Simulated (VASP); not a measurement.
Data:

```xyz
2
Lattice="0.0000 2.1650 2.1650 2.1650 0.0000 2.1650 2.1650 2.1650 0.0000" Properties=species:S:1:pos:R:3 pbc="T T T"
Ti     0.0000     0.0000     0.0000
C      2.1650     2.1650     2.1650
```

Method: vdW-DF2, VASP's PBE PAW potentials (set 64) (plane waves; VASP 6.6.1). Run with 520 eV cut-off, 13×13×13 Γ-centred mesh, first-order Methfessel-Paxton smearing of 0.10 eV, potentials Ti_sv C.

Energy and stress use the plane-wave basis of the starting cell.

Task: The ions, cell shape and volume are relaxed. What does this cell relax into?

Result: 
```xyz
2
Lattice="0.0000 2.2031 2.2031 2.2031 0.0000 2.2031 2.2031 2.2031 0.0000" Properties=species:S:1:pos:R:3 pbc="T T T"
Ti     0.0000     0.0000     0.0000
C      2.2031     2.2031     2.2031
```
Space group Fm-3m (225), at a tolerance of 0.03 Å.

Task: How do energy and volume change from the first to the last step?

Result: The energy (σ→0) changes by -21.4 meV/atom and the volume by +5.4 %, in 4 ionic steps.

The compound is TiC in the rock salt structure. This run relaxes it. Symmetry was kept, so distortions that lower it aren't found.
